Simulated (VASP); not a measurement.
An input for Quantum ESPRESSO's pw.x (written as the equivalent of a VASP run, and not itself run):

```
&CONTROL
  calculation = 'scf'
  pseudo_dir = './pseudo'
  outdir = './out'
  tprnfor = .true.
  tstress = .true.
/
&SYSTEM
  ibrav = 0
  nat = 3
  ntyp = 2
  ecutwfc = 86
  occupations = 'smearing'
  smearing = 'methfessel-paxton'
  degauss = 0.00735
  input_dft = 'pbe'
/
&ELECTRONS
  conv_thr = 7.3e-08
  electron_maxstep = 100
/
ATOMIC_SPECIES
  Ti 47.867 Ti.upf
  Se 78.971 Se.upf
CELL_PARAMETERS angstrom
     1.7700000   -3.0657300    0.0000000
     1.7700000    3.0657300    0.0000000
     0.0000000    0.0000000    6.0100000
ATOMIC_POSITIONS crystal
  Ti   0.0000000  0.0000000  0.0000000
  Se   0.3333330  0.6666670  0.2550000
  Se   0.6666670  0.3333330  0.7450000
K_POINTS automatic
  5 5 3 0 0 0
```

Task: Translate this input to VASP (INCAR, KPOINTS, POSCAR, choice of POTCAR).

Result: Several could match; the one computed here: 
### POSCAR
```
TiSe2
1
    1.7700000000    -3.0657300000     0.0000000000
    1.7700000000     3.0657300000     0.0000000000
    0.0000000000     0.0000000000     6.0100000000
Ti Se
1 2
Direct
  0.0000000000   0.0000000000   0.0000000000
  0.3333330000   0.6666670000   0.2550000000
  0.6666670000   0.3333330000   0.7450000000
```

INCAR:
```
SYSTEM = TiSe2
PREC = Accurate
ENCUT = 400
EDIFF = 1E-6
NELM = 100
ALGO = Normal
LREAL = .FALSE.
LASPH = .TRUE.
ISMEAR = 1
SIGMA = 0.1
GGA = PE
LMAXMIX = 4
LWAVE = .FALSE.
LCHARG = .FALSE.
ISIF = 2
```

**KPOINTS**
```
Automatic mesh
0
Gamma
5 5 3
0 0 0
```

POTCAR, in this order: Ti_sv Se (PBE.64 set). Program: vasp_std.

Limits of the translation: the potentials are each code's own (VASP's PAW set, PseudoDojo norm-conserving files in pw.x), so ENCUT and ecutwfc are chosen apart and not converted; conv_thr bounds pw.x's estimated SCF error, while EDIFF bounds the energy change between steps.

The compound is TiSe2 in the 1T layered structure. The cell was not relaxed at this level. The k-mesh is coarse (spacing up to 0.41 per Å, 2π included), so the numbers may not be converged in it. The run is one of a series of settings (KPOINTS 5×5×3 Γ-centred mesh against the base run), some of them coarse on purpose.
